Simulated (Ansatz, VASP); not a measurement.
# Cross-check of NiPS3 between VASP and Ansatz, part 2 of 3

Wanted: the spread between two codes on one cell, functional and k mesh.  The cell comes out of the VASP series on this material, whose earlier steps may have relaxed, scaled or displaced it; both programs get it as it stands.

VASP 6.6.1 and Ansatz 0.2.0.

So far: The structure; Ansatz: relaxation of cell and atoms, PBEsol with D3(BJ), DFT+U.

In doubt: warnings of the run leave room for a lower electronic state, so energies may not be the lowest and differences between runs may mislead.

### 3. VASP: relaxation of cell and atoms, PBEsol with D3(BJ), DFT+U

Level of this step: PBEsol with D3(BJ), DFT+U (Ni d 4 eV), spin-polarised from a ferromagnetic start; plane waves and PAW (Ni, P, S) (VASP).

The same cell, functional, mesh and smearing now go to VASP, with its own data sets and cutoff.

Lines of VASP's logs that name or quote its potential files are left out, and so is its time.

INCAR

```
SYSTEM = NiPS3
PREC = Accurate
ENCUT = 400
EDIFF = 1E-06
NELM = 100
ISMEAR = 0
SIGMA = 0.05
LREAL = .FALSE.
ALGO = Normal
GGA = PS
IVDW = 12
NBANDS = 48
ISPIN = 2
MAGMOM = 1 1 0 0 0 0 0 0 0 0
LDAU = .TRUE.
LDAUTYPE = 2
LDAUL = 2 -1 -1
LDAUU = 4 0 0
LDAUJ = 0 0 0
LDAUPRINT = 1
LASPH = .TRUE.
LMAXMIX = 4
LORBIT = 11
LWAVE = .FALSE.
LCHARG = .FALSE.
KPAR = 8
IBRION = 2
NSW = 60
ISIF = 3
EDIFFG = -0.01
```

POSCAR

```
NiPS3
1.0
    2.8455955645     -4.9282173603     -0.0016828978
    2.8455955645      4.9282173603     -0.0016828978
   -1.8878334336      0.0000000000      6.0229634110
Ni P S
2 2 6
Direct
    0.3329483198      0.6670516802      0.0000000000
    0.6670516802      0.3329483198      0.0000000000
    0.0610074300      0.0610074300      0.1790558962
    0.9389925700      0.9389925700      0.8209441038
    0.0842750551      0.4338473891      0.2520101289
    0.5661526109      0.9157249449      0.7479898711
    0.2645260399      0.2645260399      0.7476977365
    0.7354739601      0.7354739601      0.2523022635
    0.4338473891      0.0842750551      0.2520101289
    0.9157249449      0.5661526109      0.7479898711
```

KPOINTS

```
Automatic mesh
0
Gamma
5 5 4
0 0 0
```

The projector-augmented-wave data sets are Ni, P and S (PBE family, release 64).

Run with:

```bash
> mpirun -np 8 vasp_std
```

Output:

```text
[banner, memory and clock lines left out]
running    8 mpi-ranks, on    1 nodes
 distrk:  each k-point on    1 cores,    8 groups
 distr:  one band on    1 cores,    1 groups

 POSCAR found type information on POSCAR NiP S
 POSCAR found :  3 types and      10 ions
|                                                                             |
|           W    W    AA    RRRRR   N    N  II  N    N   GGGG   !!!           |
|           W    W   A  A   R    R  NN   N  II  NN   N  G    G  !!!           |
|           W    W  A    A  R    R  N N  N  II  N N  N  G       !!!           |
|           W WW W  AAAAAA  RRRRR   N  N N  II  N  N N  G  GGG   !            |
|           WW  WW  A    A  R   R   N   NN  II  N   NN  G    G                |
|           W    W  A    A  R    R  N    N  II  N    N   GGGG   !!!           |
|                                                                             |
|     For optimal performance we recommend to set                             |
|       NCORE = 2 up to number-of-cores-per-socket                            |
|     NCORE specifies how many cores store one orbital (NPAR=cpu/NCORE).      |
|     This setting can greatly improve the performance of VASP for DFT.       |
|     The default, NCORE=1 might be grossly inefficient on modern             |
|     multi-core architectures or massively parallel machines. Do your        |
|     Unfortunately you need to use the default for GW and RPA                |
|     calculations (for HF NCORE is supported but not extensively tested      |
|     yet).                                                                   |
|                                                                             |

|                                                                             |
|               ----> ADVICE to this user running VASP <----                  |
|                                                                             |
|     You enforced a specific xc type in the INCAR file but a different       |
|     [... a line on the potential file left out ...]
|     I HOPE YOU KNOW WHAT YOU ARE DOING!                                     |
|                                                                             |

 LDA part: xc-table for (Slater+PW92), standard interpolation
 POSCAR, INCAR and KPOINTS ok, starting setup
 FFT: planning ... GRIDC
 FFT: planning ... GRID_SOFT
 FFT: planning ... GRID
 WAVECAR not read
 entering main loop
       N       E                     dE             d eps       ncg     rms          rms(c)
DAV:   1     0.444114734107E+03    0.44411E+03   -0.23694E+04  6336   0.110E+03
DAV:   2     0.496193553945E+01   -0.43915E+03   -0.41066E+03  6824   0.279E+02
DAV:   3    -0.474233676941E+02   -0.52385E+02   -0.50421E+02  7888   0.108E+02
DAV:   4    -0.492913749894E+02   -0.18680E+01   -0.18545E+01  7760   0.219E+01
DAV:   5    -0.493508164430E+02   -0.59441E-01   -0.59409E-01  8272   0.390E+00    0.303E+01
DAV:   6    -0.500328738787E+02   -0.68206E+00   -0.25976E+01  8040   0.780E+01    0.259E+01
DAV:   7    -0.488174249434E+02    0.12154E+01   -0.10097E+01  7808   0.614E+01    0.139E+01
DAV:   8    -0.494075403725E+02   -0.59012E+00   -0.16451E+00  9584   0.834E+00    0.654E+00
DAV:   9    -0.491495183394E+02    0.25802E+00   -0.62385E-01  8232   0.173E+01    0.155E+00
DAV:  10    -0.491808137248E+02   -0.31295E-01   -0.32804E-01  8792   0.356E+00    0.973E-01
DAV:  11    -0.491783274958E+02    0.24862E-02   -0.38490E-02  8928   0.253E+00    0.504E-01
DAV:  12    -0.491789424889E+02   -0.61499E-03   -0.52928E-03  8912   0.733E-01    0.233E-01
DAV:  13    -0.491793029901E+02   -0.36050E-03   -0.59126E-04  9608   0.255E-01    0.112E-01
DAV:  14    -0.491794529020E+02   -0.14991E-03   -0.27407E-04  8864   0.995E-02    0.638E-02
DAV:  15    -0.491794926181E+02   -0.39716E-04   -0.50818E-05  9144   0.146E-01    0.183E-02
DAV:  16    -0.491794987529E+02   -0.61347E-05   -0.34604E-05  7864   0.321E-02    0.107E-02
DAV:  17    -0.491794996223E+02   -0.86943E-06   -0.13189E-06  5376   0.821E-03
   1 F= -.52088892E+02 E0= -.52088892E+02  d E =-.520889E+02  mag=     3.9999
[... from here on, the cycles between the ionic steps are left out ...]
   5 F= -.52088963E+02 E0= -.52088963E+02  d E =-.712445E-04  mag=     4.0000
   6 F= -.52088965E+02 E0= -.52088965E+02  d E =-.732968E-04  mag=     4.0000
   7 F= -.52088963E+02 E0= -.52088963E+02  d E =-.713681E-04  mag=     4.0000
   8 F= -.52089026E+02 E0= -.52089026E+02  d E =-.625330E-04  mag=     4.0000
   9 F= -.52089074E+02 E0= -.52089074E+02  d E =-.110444E-03  mag=     4.0000
  10 F= -.52089099E+02 E0= -.52089099E+02  d E =-.247233E-04  mag=     4.0000
  11 F= -.52089124E+02 E0= -.52089124E+02  d E =-.501962E-04  mag=     4.0000
  12 F= -.52089123E+02 E0= -.52089123E+02  d E =-.494164E-04  mag=     4.0000
  13 F= -.52089114E+02 E0= -.52089114E+02  d E =-.405771E-04  mag=     4.0000
  14 F= -.52089121E+02 E0= -.52089121E+02  d E =-.473825E-04  mag=     4.0000
  15 F= -.52089122E+02 E0= -.52089122E+02  d E =-.484126E-04  mag=     4.0000
  16 F= -.52089130E+02 E0= -.52089130E+02  d E =-.734897E-05  mag=     4.0000
 ZBRENT: can't locate minimum, use default step
 trial-energy change:   -0.000007  1 .order   -0.000007   -0.000007   -0.000008
 step:   0.9102(harm=  0.9102)  dis= 0.00037  next Energy=   -52.089153 (dE=-0.311E-04)
 bond charge predicted
       N       E                     dE             d eps       ncg     rms          rms(c)
DAV:   1    -0.491717598598E+02   -0.60101E-03   -0.99806E-04  8032   0.213E-01    0.456E-02
DAV:   2    -0.491717468078E+02    0.13052E-04   -0.22687E-04  7880   0.261E-01    0.506E-02
DAV:   3    -0.491717348911E+02    0.11917E-04   -0.45009E-05  7824   0.149E-01    0.156E-02
DAV:   4    -0.491717332691E+02    0.16220E-05   -0.15487E-05  9560   0.369E-02    0.108E-02
DAV:   5    -0.491717319040E+02    0.13651E-05   -0.55121E-06  6544   0.329E-02    0.463E-03
DAV:   6    -0.491717315211E+02    0.38291E-06   -0.51289E-07  3704   0.560E-03
  17 F= -.52089141E+02 E0= -.52089141E+02  d E =-.191091E-04  mag=     4.0000
 curvature:  -0.73 expect dE=-0.141E-04 dE for cont linesearch -0.295E-06
 trial: gam= 0.35343 g(F)=  0.959E-05 g(S)=  0.957E-05 ort = 0.373E-05 (trialstep = 0.364E+00)
 search vector abs. value=  0.261E-04
 reached required accuracy - stopping structural energy minimisation
```

From OUTCAR (step 3):

```text
ion  position               nearest neighbor table
   1  0.333  0.667  0.000-   5 2.39   6 2.39   9 2.39  10 2.39   7 2.40   8 2.40
   2  0.667  0.333  0.000-   9 2.39  10 2.39   5 2.39   6 2.39   7 2.40   8 2.40
   3  0.061  0.061  0.179-   5 2.03   9 2.03   8 2.04   4 2.16
   4  0.939  0.939  0.821-   6 2.03  10 2.03   7 2.04   3 2.16
   5  0.084  0.434  0.252-   3 2.03   1 2.39   2 2.39
   6  0.566  0.916  0.748-   4 2.03   1 2.39   2 2.39
   7  0.265  0.265  0.748-   4 2.04   2 2.40   1 2.40
   8  0.735  0.735  0.252-   3 2.04   2 2.40   1 2.40
   9  0.434  0.084  0.252-   3 2.03   2 2.39   1 2.39
  10  0.916  0.566  0.748-   4 2.03   2 2.39   1 2.39

  LATTYP: Found a base centered monoclinic cell.
 ALAT       =     5.6911921243
 B/A-ratio  =     1.7318752390
 C/A-ratio  =     1.1090635601
 COS(beta)  =    -0.2996557246

 Subroutine GETGRP returns: Found  4 space group operations
 (whereof  4 operations were pure point group operations)

The static configuration has the point symmetry C_2h.

 Found     33 irreducible k-points:

   k-points           NKPTS =     33   k-points in BZ     NKDIM =     33   number of bands    NBANDS=     48

   dimension x,y,z NGX =    40 NGY =   40 NGZ =   42
   dimension x,y,z NGXF=    80 NGYF=   80 NGZF=   84

   ENCUT  =  400.0 eV  29.40 Ry    5.42 a.u.   9.28  9.28 10.29*2*pi/ulx,y,z

   NELECT =      66.0000    total number of electrons

 k-points in reciprocal lattice and weights: Automatic mesh
   0.00000000  0.00000000  0.00000000       0.010
   0.20000000  0.00000000 -0.00000000       0.040
   0.40000000  0.00000000 -0.00000000       0.040
   0.20000000  0.20000000 -0.00000000       0.020
   0.40000000  0.20000000 -0.00000000       0.040
  -0.40000000  0.20000000  0.00000000       0.040
  -0.20000000  0.20000000  0.00000000       0.020
   0.40000000  0.40000000 -0.00000000       0.020
  -0.40000000  0.40000000  0.00000000       0.020
[...]
0.40000000  0.40000000  0.50000000       0.020
  -0.40000000  0.40000000  0.50000000       0.020

 Edisp (eV)   -2.91797

atom =   1  type =  1  l = 2

 onsite density matrix

spin component  1

  0.9648  0.0216  0.0000 -0.0000 -0.0000
  0.0216  0.9870 -0.0000 -0.0000 -0.0000
  0.0000 -0.0000  0.9591 -0.0000 -0.0001
 -0.0000 -0.0000 -0.0000  0.9872 -0.0216
 -0.0000 -0.0000 -0.0001 -0.0216  0.9648

spin component  2

  0.7619 -0.2826  0.0000  0.0000  0.0000
 -0.2826  0.4993  0.0000  0.0000  0.0000
  0.0000  0.0000  0.9521 -0.0004  0.0001
  0.0000  0.0000 -0.0004  0.5039  0.2798
  0.0000  0.0000  0.0001  0.2798  0.7638

 occupancies and eigenvectors

  o =  0.3190  v =  0.0000  0.0000  0.0000  0.0000  0.0000  0.5379  0.8430 -0.0000 -0.0000 -0.0000      0.0000  0.0000  0.0000  0.0000  0.0000  0.0000  0.0000  0.0000  0.0000  0.0000
  o =  0.3253  v =  0.0000  0.0000  0.0000  0.0000  0.0000  0.0000 -0.0000 -0.0006 -0.8429  0.5380      0.0000  0.0000  0.0000  0.0000  0.0000  0.0000  0.0000  0.0000  0.0000  0.0000
  o =  0.9422  v =  0.0000  0.0000  0.0000  0.0000  0.0000 -0.8430  0.5379 -0.0000 -0.0000 -0.0000      0.0000  0.0000  0.0000  0.0000  0.0000  0.0000  0.0000  0.0000  0.0000  0.0000
  o =  0.9423  v =  0.0000  0.0000  0.0000  0.0000  0.0000  0.0000 -0.0000 -0.0094 -0.5380 -0.8429      0.0000  0.0000  0.0000  0.0000  0.0000  0.0000  0.0000  0.0000  0.0000  0.0000
  o =  0.9516  v = -0.8536  0.5210  0.0000 -0.0000 -0.0000  0.0000  0.0000  0.0000  0.0000  0.0000      0.0000  0.0000  0.0000  0.0000  0.0000  0.0000  0.0000  0.0000  0.0000  0.0000
  o =  0.9516  v =  0.0000  0.0000  0.0096  0.5191  0.8547  0.0000  0.0000  0.0000  0.0000  0.0000      0.0000  0.0000  0.0000  0.0000  0.0000  0.0000  0.0000  0.0000  0.0000  0.0000
  o =  0.9521  v =  0.0000  0.0000  0.0000  0.0000  0.0000  0.0000  0.0000  1.0000 -0.0056 -0.0076      0.0000  0.0000  0.0000  0.0000  0.0000  0.0000  0.0000  0.0000  0.0000  0.0000
[...]
o =  0.9516  v =  0.0000  0.0000  0.0096  0.5191  0.8547  0.0000  0.0000  0.0000  0.0000  0.0000      0.0000  0.0000  0.0000  0.0000  0.0000  0.0000  0.0000  0.0000  0.0000  0.0000
  o =  0.9521  v =  0.0000  0.0000  0.0000  0.0000  0.0000  0.0000  0.0000  1.0000 -0.0056 -0.0076      0.0000  0.0000  0.0000  0.0000  0.0000  0.0000  0.0000  0.0000  0.0000  0.0000
  o =  0.9591  v =  0.0000 -0.0000  1.0000 -0.0051 -0.0081  0.0000  0.0000  0.0000  0.0000  0.0000      0.0000  0.0000  0.0000  0.0000  0.0000  0.0000  0.0000  0.0000  0.0000  0.0000
  o =  1.0002  v = -0.5210 -0.8536 -0.0000  0.0000  0.0000  0.0000  0.0000  0.0000  0.0000  0.0000      0.0000  0.0000  0.0000  0.0000  0.0000  0.0000  0.0000  0.0000  0.0000  0.0000
  o =  1.0004  v =  0.0000 -0.0000 -0.0001 -0.8547  0.5191  0.0000  0.0000  0.0000  0.0000  0.0000      0.0000  0.0000  0.0000  0.0000  0.0000  0.0000  0.0000  0.0000  0.0000  0.0000

 average (electrostatic) potential at core
       1 -85.1334       2 -85.1334       3 -83.9310       4 -83.9310       5 -85.4405
       6 -85.4405       7 -85.4866       8 -85.4866       9 -85.4405      10 -85.4405

 E-fermi :   6.4854

 spin component 1
 k-point     1 :       0.0000    0.0000    0.0000
  band No.  band energies     occupation
    ...
     31       4.8451      1.00000
     32       5.1207      1.00000
     33       5.2505      1.00000
     34       5.8837      1.00000
     35       5.9502      1.00000
     36       8.7634      0.00000
     37       8.9967      0.00000
     38       9.2450      0.00000
     39       9.5426      0.00000
     40      10.1497      0.00000
    ...

 k-point     2 :       0.2000    0.0000   -0.0000
  band No.  band energies     occupation
    ...
     31       4.7189      1.00000
     32       5.1325      1.00000
     33       5.1699      1.00000
     34       5.3817      1.00000
     35       5.7270      1.00000
     36       9.0472      0.00000
     37       9.1822      0.00000
     38       9.5969      0.00000
     39       9.6574      0.00000
     40      10.0984      0.00000
    ...

 k-point     3 :       0.4000    0.0000   -0.0000
  band No.  band energies     occupation
    ...
     31       4.6467      1.00000
     32       4.9232      1.00000
     33       5.2953      1.00000
     34       5.5533      1.00000
     35       5.7908      1.00000
     36       8.7748      0.00000
     37       8.9341      0.00000
     38       9.3429      0.00000
     39       9.8145      0.00000
     40      10.1408      0.00000
    ...

 k-point     4 :       0.2000    0.2000   -0.0000
  band No.  band energies     occupation
    ...
     31       4.5329      1.00000
     32       5.0168      1.00000
     33       5.3453      1.00000
     34       5.4276      1.00000
     35       5.7006      1.00000
     36       8.5862      0.00000
     37       8.8663      0.00000
     38       9.5128      0.00000
     39       9.8212      0.00000
     40      10.1874      0.00000
    ...

 k-point     5 :       0.4000    0.2000   -0.0000
  band No.  band energies     occupation
    ...
     31       4.7740      1.00000
     32       5.0823      1.00000
     33       5.3518      1.00000
     34       5.5447      1.00000
     35       6.0458      1.00000
     36       8.1875      0.00000
     37       8.6031      0.00000
     38       9.2201      0.00000
     39       9.5398      0.00000
     40       9.6445      0.00000
    ...

 k-point     6 :      -0.4000    0.2000    0.0000
  band No.  band energies     occupation
    ...
     31       4.6278      1.00000
     32       4.9950      1.00000
     33       5.5252      1.00000
     34       5.6831      1.00000
     35       5.8153      1.00000
     36       8.5502      0.00000
     37       8.8587      0.00000
     38       9.4232      0.00000
     39       9.7113      0.00000
     40       9.8816      0.00000
    ...

 Edisp (eV)   -2.91741

  Total      -0.02964    -0.02876    -0.01628     0.00000     0.00000    -0.00258
  in kB      -0.28187    -0.27358    -0.15484     0.00000     0.00000    -0.02459
  external pressure =       -0.24 kB  Pullay stress =        0.00 kB

  energy-cutoff  :      400.00
  volume of cell :      168.45
      direct lattice vectors                 reciprocal lattice vectors
     2.845368512 -4.927406308 -0.002877534     0.175780079 -0.101473264  0.055290550
     2.845368512  4.927406308 -0.002877534     0.175780079  0.101473264  0.055290550
    -1.890206269  0.000000000  6.009356176     0.000168342  0.000000000  0.166460128

 POSITION                                       TOTAL-FORCE (eV/Angst)
 -----------------------------------------------------------------------------------
      2.84537      1.64638     -0.00288        -0.000000      0.000274     -0.000000
      2.84537     -1.64638     -0.00288        -0.000000     -0.000274      0.000000
      0.00987      0.00000      1.07800         0.001931      0.000000     -0.005351
      3.79066      0.00000      4.92560        -0.001931      0.000000      0.005351
      0.99939      1.72286      1.51570         0.001919     -0.001651      0.002830
      2.80114      1.72286      4.48790        -0.001919     -0.001651     -0.002830
      0.09101      0.00000      4.48916        -0.005399      0.000000     -0.002988
      3.70952      0.00000      1.51444         0.005399      0.000000      0.002988
      0.99939     -1.72286      1.51570         0.001919      0.001651      0.002830
      2.80114     -1.72286      4.48790        -0.001919      0.001651     -0.002830
 -----------------------------------------------------------------------------------
    total drift:                                0.000000      0.000000     -0.000000

  FREE ENERGIE OF THE ION-ELECTRON SYSTEM (eV)
  ---------------------------------------------------
  free  energy   TOTEN  =       -52.0891413413 eV

  energy  without entropy=      -52.0891413413  energy(sigma->0) =      -52.08914134

 reached required accuracy - stopping structural energy minimisation

 total charge
# of ion       s       p       d       tot
------------------------------------------
    1        0.389   0.458   8.317   9.164
    2        0.389   0.458   8.317   9.164
    3        0.994   1.445   0.000   2.439
    4        0.994   1.445   0.000   2.439
    5        1.357   2.342   0.000   3.698
    6        1.357   2.342   0.000   3.698
    7        1.354   2.345   0.000   3.699
    8        1.354   2.345   0.000   3.699
    9        1.357   2.342   0.000   3.698
   10        1.357   2.342   0.000   3.698
--------------------------------------------------
tot         10.901  17.861  16.634  45.396

 magnetization (x)
# of ion       s       p       d       tot
------------------------------------------
    1        0.002   0.002   1.382   1.386
    2        0.002   0.002   1.382   1.386
    3        0.001   0.010   0.000   0.011
    4        0.001   0.010   0.000   0.011
    5        0.011   0.106   0.000   0.117
    6        0.011   0.106   0.000   0.117
    7        0.012   0.106   0.000   0.118
    8        0.012   0.106   0.000   0.118
    9        0.011   0.106   0.000   0.117
   10        0.011   0.106   0.000   0.117
--------------------------------------------------
tot          0.077   0.659   2.764   3.500

[... 6 further parts left out ...]
```

CONTCAR:

```
NiPS3
   1.00000000000000
     2.8453685117079979   -4.9274063084953150   -0.0028775338640159
     2.8453685117079979    4.9274063084953150   -0.0028775338640159
    -1.8902062691642618    0.0000000000000000    6.0093561760338101
  Ni              P               S
     2     2     6
Direct
     0.3329366591477529    0.6670633408522473    0.0000000000000000
     0.6670633408522473    0.3329366591477529    0.0000000000000000
     0.0613380311705403    0.0613380311705403    0.1794464305582510
     0.9386619688294598    0.9386619688294598    0.8205535694417490
     0.0846527376969286    0.4343018922218536    0.2524713707726967
     0.5656981077781464    0.9153472623030715    0.7475286292273035
     0.2642063195039571    0.2642063195039571    0.7472822921572179
     0.7357936804960428    0.7357936804960428    0.2527177078427822
     0.4343018922218536    0.0846527376969286    0.2524713707726967
     0.9153472623030715    0.5656981077781464    0.7475286292273035
```

Experiment finds antiferromagnetic order in this phase (below 156 K, arxiv:2004.05403), so this ferromagnetic run describes another state. The run keeps the 4 symmetry operations of its start, so it cannot find a distortion of lower symmetry.

[end of part 2 of 3]

[Lines on the potential files, build, host, timing and source positions are cut from VASP's logs without a mark.]

[Logs are printed without paths, hosts, clocks, repeated set-up lines and the standing remarks that a program may print on its own settings, such as how far it seeks lower states.]

[Hosts, paths, dates, database ids (printed as entryN), source tags and the programs' standing remarks are cut or masked in the printed files.]
